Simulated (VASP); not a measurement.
# Lattice of Titanium, functional by functional, part 2 of 2

Aim: relax Titanium at several levels of theory and compare the cells. The starting structure is a measured crystal structure from the Crystallography Open Database. The first relaxation on each setting starts from this cell expanded by 3 % in volume.

VASP 6.6.1.

Results so far: PBEsol 16.63 Å³ an atom; LDA 16.03 Å³ an atom; PBE 17.29 Å³ an atom.

### 5. Relaxation with PBEsol + D3(BJ)

Level of this step: PBEsol with D3(BJ); plane waves and PAW (Ti_sv) (VASP).

D3 with Becke-Johnson damping keeps a finite attraction at short range. This run starts from the cell of an earlier relaxation, which isn't shown; the restart sets up the plane waves anew.

INCAR reads:

```
SYSTEM = Ti
PREC = Accurate
ENCUT = 450
EDIFF = 1E-06
NELM = 100
ISMEAR = 1
SIGMA = 0.15
LREAL = .FALSE.
ALGO = Normal
GGA = PS
IVDW = 12
NBANDS = 18
LASPH = .TRUE.
LORBIT = 11
LWAVE = .FALSE.
LCHARG = .FALSE.
KPAR = 4
IBRION = 2
NSW = 50
ISIF = 3
EDIFFG = -0.006
```

POSCAR reads:

```
Ti
1.0
    2.8469924700      0.0000000000      0.0000000000
   -1.4234962350      2.4655678034      0.0000000000
    0.0000000000      0.0000000000      4.5105806881
Ti
2
Direct
    0.6666666667      0.3333333333      0.7500000000
    0.3333333333      0.6666666667      0.2500000000
```

KPOINTS reads:

```
Automatic mesh
0
Gamma
18 18 10
0 0 0
```

The projector-augmented-wave data sets are Ti_sv (PBE family, release 64).

Started as:

```sh
$ mpirun -np 4 vasp_std
```

What it wrote:

```text
[banner, memory and clock lines left out]
running    4 mpi-ranks, on    1 nodes
[...]
[... a notice as in an earlier step ...]

 LDA part: xc-table for (Slater+PW92), standard interpolation
 POSCAR, INCAR and KPOINTS ok, starting setup
[...]
entering main loop
       N       E                     dE             d eps       ncg     rms          rms(c)
DAV:   1     0.244595130330E+03    0.24460E+03   -0.12205E+04  8008   0.155E+03
DAV:   2     0.103946797114E+02   -0.23420E+03   -0.23105E+03  8148   0.436E+02
DAV:   3    -0.175945904759E+02   -0.27989E+02   -0.27653E+02 15018   0.124E+02
DAV:   4    -0.186344308120E+02   -0.10398E+01   -0.10388E+01  8992   0.250E+01
[...]
DAV:  11    -0.166385931135E+02   -0.14683E-04   -0.20579E-04  9802   0.123E-01    0.405E-02
DAV:  12    -0.166385814881E+02    0.11625E-04   -0.48308E-05  9482   0.643E-02    0.195E-03
DAV:  13    -0.166385815984E+02   -0.11032E-06   -0.13067E-06  6556   0.920E-03
   1 F= -.17956007E+02 E0= -.17956853E+02  d E =-.179560E+02
[... from here on, the cycles between the ionic steps are left out ...]
   2 F= -.17956063E+02 E0= -.17956891E+02  d E =-.564135E-04
   3 F= -.17956086E+02 E0= -.17956920E+02  d E =-.791707E-04
   4 F= -.17956086E+02 E0= -.17956921E+02  d E =-.791444E-04
   5 F= -.17956065E+02 E0= -.17956906E+02  d E =-.584109E-04
   6 F= -.17956084E+02 E0= -.17956920E+02  d E =-.768438E-04
   7 F= -.17956085E+02 E0= -.17956920E+02  d E =-.776689E-04
   8 F= -.17956085E+02 E0= -.17956920E+02  d E =-.781543E-04
   9 F= -.17956088E+02 E0= -.17956924E+02  d E =-.294365E-05
  10 F= -.17956085E+02 E0= -.17956924E+02  d E =-.359920E-06
[...]
reached required accuracy - stopping structural energy minimisation
```

Run time: 50 s. Hardware: 4 MPI ranks of Intel Xeon 6975P-C (Granite Rapids), shared host; peak memory 0.79 GiB.

OUTCAR, selected parts (step 5):

```text
 Edisp (eV)   -1.32055

 Edisp (eV)   -1.32091

  Total       0.00563     0.00563    -0.01195     0.00000    -0.00000     0.00000
  in kB       0.28575     0.28575    -0.60647     0.00000    -0.00000     0.00000
  external pressure =       -0.01 kB  Pullay stress =        0.00 kB

 POSITION                                       TOTAL-FORCE (eV/Angst)
 -----------------------------------------------------------------------------------
      1.42153      0.82072      3.38344         0.000000     -0.000000      0.000000
     -0.00000      1.64144      1.12781        -0.000000      0.000000      0.000000
 -----------------------------------------------------------------------------------
    total drift:                                0.000000     -0.000000      0.000000

  FREE ENERGIE OF THE ION-ELECTRON SYSTEM (eV)
  ---------------------------------------------------
  free  energy   TOTEN  =       -17.9560854950 eV

  energy  without entropy=      -17.9586021059  energy(sigma->0) =      -17.95692437

[... 2 parts as in an earlier step ...]

[... 2 further parts left out ...]
[key lines of the parts left out:]
E-fermi :   9.2654
```

Logs of long relaxations may skip ionic steps without a mark.

With PBEsol + D3(BJ) the relaxed cell holds 15.790 Å³ an atom, -10.47 % against the measured cell, with a = 2.843 Å and c = 4.511 Å. That is -5.04 % from PBEsol.

### 6. Relaxation with r2SCAN

r2SCAN adds the kinetic-energy density, costs more than a GGA and is run with LASPH. This run starts from the cell of an earlier relaxation, which isn't shown; the restart sets up the plane waves anew.

Changes to INCAR since step 5:

```diff
@@ -9,6 +9,5 @@
 ALGO = Normal
-GGA = PS
-IVDW = 12
+METAGGA = R2SCAN
+LASPH = .TRUE.
 NBANDS = 18
-LASPH = .TRUE.
 LORBIT = 11
```

POSCAR reads:

```
Ti
1.0
    2.9360900523      0.0000000000      0.0000000000
   -1.4680450261      2.5427285731      0.0000000000
    0.0000000000      0.0000000000      4.6371483157
Ti
2
Direct
    0.6666666667      0.3333333333      0.7500000000
    0.3333333333      0.6666666667      0.2500000000
```

KPOINTS is that of step 5.

Started as:

```sh
$ mpirun -np 4 vasp_std
```

What it wrote:

```text
[banner, memory and clock lines left out]
running    4 mpi-ranks, on    1 nodes
[...]
[... a notice as in an earlier step ...]

 LDA part: xc-table for (None), standard interpolation
 POSCAR, INCAR and KPOINTS ok, starting setup
[...]
entering main loop
       N       E                     dE             d eps       ncg     rms          rms(c)
DAV:   1     0.243651190314E+03    0.24365E+03   -0.12546E+04  8008   0.156E+03
DAV:   2    -0.202046482501E+01   -0.24567E+03   -0.24251E+03  8138   0.451E+02
DAV:   3    -0.332260149525E+02   -0.31206E+02   -0.30891E+02 15294   0.130E+02
DAV:   4    -0.345237066882E+02   -0.12977E+01   -0.12963E+01  9048   0.284E+01
[...]
DAV:  12    -0.258932215345E+02   -0.65788E-05   -0.73296E-06  8830   0.303E-02    0.894E-03
DAV:  13    -0.258932131213E+02    0.84132E-05   -0.36167E-06  8920   0.191E-02    0.606E-04
DAV:  14    -0.258932140360E+02   -0.91467E-06   -0.30141E-07  4590   0.455E-03
   1 F= -.25893214E+02 E0= -.25893839E+02  d E =-.258932E+02
[...]
N       E                     dE             d eps       ncg     rms          rms(c)
DAV:   1    -0.258933705403E+02   -0.15742E-03   -0.39823E-03 12068   0.831E-01    0.104E-01
DAV:   2    -0.258932038666E+02    0.16667E-03   -0.71100E-04 10740   0.293E-01    0.319E-02
DAV:   3    -0.258932029360E+02    0.93066E-06   -0.11189E-04 10936   0.714E-02    0.107E-02
DAV:   4    -0.258932083393E+02   -0.54034E-05   -0.15687E-05  8970   0.282E-02    0.288E-03
DAV:   5    -0.258932122371E+02   -0.38978E-05   -0.58178E-06  9294   0.142E-02    0.492E-03
DAV:   6    -0.258932140496E+02   -0.18125E-05   -0.10371E-06  5430   0.719E-03    0.155E-03
DAV:   7    -0.258932146408E+02   -0.59115E-06   -0.42756E-07  4318   0.522E-03
   2 F= -.25893215E+02 E0= -.25893840E+02  d E =-.604810E-06
 trial-energy change:   -0.000001  1 .order   -0.000001   -0.000007    0.000004
 step:   0.6192(harm=  0.6192)  dis= 0.00000  next Energy=   -25.893216 (dE=-0.220E-05)
 reached required accuracy - stopping structural energy minimisation
```

It took 59 s on 4 MPI ranks; peak memory 0.77 GiB; 3.9 min of CPU time.

From OUTCAR (step 6):

```text
  Total        0.0071108      0.0071108      0.0052003      0.0000000      0.0000000      0.0000000
  in kB        0.3293147      0.3293147      0.2408343      0.0000000      0.0000000      0.0000000
  external PRESSURE =       0.2998212 kB  Pullay stress =       0.0000000 kB

 POSITION                                       TOTAL-FORCE (eV/Angst)
 -----------------------------------------------------------------------------------
      1.46776      0.84741      3.47678         0.000000     -0.000000     -0.000000
     -0.00000      1.69482      1.15893        -0.000000      0.000000      0.000000
 -----------------------------------------------------------------------------------
    total drift:                               -0.000000      0.000000     -0.000000

  FREE ENERGIE OF THE ION-ELECTRON SYSTEM (eV)
  ---------------------------------------------------
  free  energy   TOTEN  =       -25.8932146408 eV

  energy  without entropy=      -25.8950905359  energy(sigma->0) =      -25.89383994

[... 2 parts as in an earlier step ...]

[... 2 further parts left out ...]
[key lines of the parts left out:]
E-fermi :   8.4593
```

With r2SCAN the relaxed cell holds 17.298 Å³ an atom, -1.92 % against the measured cell, with a = 2.936 Å and c = 4.636 Å. That is +4.03 % from PBEsol.

### 7. Relaxation with r2SCAN + rVV10

rVV10 adds a nonlocal correlation energy for dispersion. This run starts from the cell of an earlier relaxation, which isn't shown; the restart sets up the plane waves anew.

Changes to INCAR since step 6:

```diff
@@ -10,2 +10,6 @@
 METAGGA = R2SCAN
+LUSE_VDW = .TRUE.
+IVDW_NL = 2
+BPARAM = 11.95
+CPARAM = 0.0093
 LASPH = .TRUE.
```

POSCAR reads:

```
Ti
1.0
    2.9293564688      0.0000000000      0.0000000000
   -1.4646782344      2.5368971188      0.0000000000
    0.0000000000      0.0000000000      4.6260414840
Ti
2
Direct
    0.6666666667      0.3333333333      0.7500000000
    0.3333333333      0.6666666667      0.2500000000
```

KPOINTS is that of step 6.

Started as:

```sh
$ mpirun -np 4 vasp_std
```

What it wrote:

```text
[banner, memory and clock lines left out]
running    4 mpi-ranks, on    1 nodes
[...]
|                                                                             |
|               ----> ADVICE to this user running VASP <----                  |
|                                                                             |
|     You have switched on vdW-DFT.                                           |
|     This routine was written and supplied by Jiri Klimes. We recommend      |
|     that you carefully read and cite the following publications:            |
|       J. Klimes, D.R. Bowler, A. Michelides                                 |
|          J. Phys.: Cond Matt. 22 022201 (2010)                              |
|       J. Klimes, D.R. Bowler, A. Michelides                                 |
|          Phys. Rev. B. 83, 195131 (2011)                                    |
|     and references therein.                                                 |
|                                                                             |

[...]
DAV:   3    -0.253404266692E+02    0.24923E-04   -0.15202E-04 10196   0.854E-02    0.129E-02
Total rVV10 correction in eV:      0.5510455    24.0001039
Total rVV10 correction in eV:      0.5510455    24.0001039
Total rVV10 correction in eV:      0.5510455    24.0001039
Total rVV10 correction in eV:      0.5510455    24.0001039
DAV:   4    -0.253404246886E+02    0.19806E-05   -0.24287E-05  9682   0.350E-02    0.314E-03
Total rVV10 correction in eV:      0.5510431    24.0001039
Total rVV10 correction in eV:      0.5510431    24.0001039
Total rVV10 correction in eV:      0.5510431    24.0001039
Total rVV10 correction in eV:      0.5510431    24.0001039
DAV:   5    -0.253404254637E+02   -0.77509E-06   -0.77889E-06  9382   0.156E-02
Total rVV10 correction in eV:      0.5510278    24.0001039
Total rVV10 correction in eV:      0.5510278    24.0001039
Total rVV10 correction in eV:      0.5510278    24.0001039
Total rVV10 correction in eV:      0.5510278    24.0001039
Total rVV10 correction in eV:      0.5510393    24.0001039
Total rVV10 correction in eV:      0.5510393    24.0001039
Total rVV10 correction in eV:      0.5510393    24.0001039
Total rVV10 correction in eV:      0.5510393    24.0001039
   3 F= -.25340425E+02 E0= -.25341042E+02  d E =-.128130E-04
[...]
reached required accuracy - stopping structural energy minimisation
```

The job ended after 2.1 min (4 MPI ranks; peak memory 1 GiB).

OUTCAR, selected parts (step 7):

```text
  Total        0.0035189      0.0035189      0.0023112      0.0000000      0.0000000      0.0000000
  in kB        0.1641385      0.1641385      0.1078053      0.0000000      0.0000000      0.0000000
  external PRESSURE =       0.1453608 kB  Pullay stress =       0.0000000 kB

 POSITION                                       TOTAL-FORCE (eV/Angst)
 -----------------------------------------------------------------------------------
      1.46428      0.84540      3.46843         0.000000     -0.000000      0.000000
     -0.00000      1.69080      1.15614        -0.000000      0.000000      0.000000
 -----------------------------------------------------------------------------------
    total drift:                               -0.000000      0.000000     -0.000000

  FREE ENERGIE OF THE ION-ELECTRON SYSTEM (eV)
  ---------------------------------------------------
  free  energy   TOTEN  =       -25.3404254637 eV

  energy  without entropy=      -25.3422753571  energy(sigma->0) =      -25.34104209

[... 2 parts as in an earlier step ...]

[... 2 further parts left out ...]
[key lines of the parts left out:]
E-fermi :   8.5243
```

With r2SCAN + rVV10 the relaxed cell holds 17.174 Å³ an atom, -2.62 % against the measured cell, with a = 2.929 Å and c = 4.625 Å. That is +3.28 % from PBEsol.

### 8. Comparison

| level | volume (Å³/atom) | against the measured cell (%) | a (Å) | c (Å) | pressure left (GPa) | core minutes |
| --- | --- | --- | --- | --- | --- | --- |
| PBEsol | 16.628 | -5.71 | 2.8948 | 4.5826 | 0.02 | 4.73 |
| LDA | 16.032 | -9.09 | 2.8593 | 4.5285 | 0.03 | 4.53 |
| PBE | 17.287 | -1.98 | 2.933 | 4.6409 | 0.01 | 5.2 |
| PBEsol + D3(BJ) | 15.79 | -10.47 | 2.8431 | 4.5113 | 0.0 | 6.87 |
| r2SCAN | 17.298 | -1.92 | 2.9355 | 4.6357 | 0.03 | 15.5 |
| r2SCAN + rVV10 | 17.174 | -2.62 | 2.9286 | 4.6246 | 0.01 | 31.9 |

Core minutes are wall time times ranks, summed over the relaxations behind a row (those for a bulk modulus apart), on shared hosts.

### 9. What came out

| Quantity | Value |
| --- | --- |
| volume, PBEsol | 16.63 Å³/atom |
| volume, LDA | 16.03 Å³/atom |
| volume, PBE | 17.29 Å³/atom |
| volume, PBEsol + D3(BJ) | 15.79 Å³/atom |
| volume, r2SCAN | 17.30 Å³/atom |
| volume, r2SCAN + rVV10 | 17.17 Å³/atom |

What this shows: Across 6 levels the volume of Titanium spans 9.6 %, from 15.79 Å³ an atom (PBEsol + D3(BJ)) to 17.30 Å³ (r2SCAN). Against the measured volume of the starting structure, r2SCAN comes nearest (-1.9 %) and PBEsol + D3(BJ) lies farthest (-10.5 %). The measured cell holds zero-point expansion and, unless it was taken cold, thermal expansion, which the runs lack, so small differences decide nothing. Adding D3(BJ) to PBEsol changes the volume by -5.0 %. Adding rVV10 to r2SCAN changes the volume by -0.7 %. All runs keep the symmetry of the start, so they can't find a distortion of lower symmetry. Further runs on this material are not shown.

[Lines on the potential files, build, host, timing and source positions are cut from VASP's logs without a mark.]

[Logs are printed without paths, hosts, clocks, repeated set-up lines and the standing remarks that a program may print on its own settings, such as how far it seeks lower states.]

[Hosts, paths, dates, database ids (printed as entryN), source tags and the programs' standing remarks are cut or masked in the printed files.]
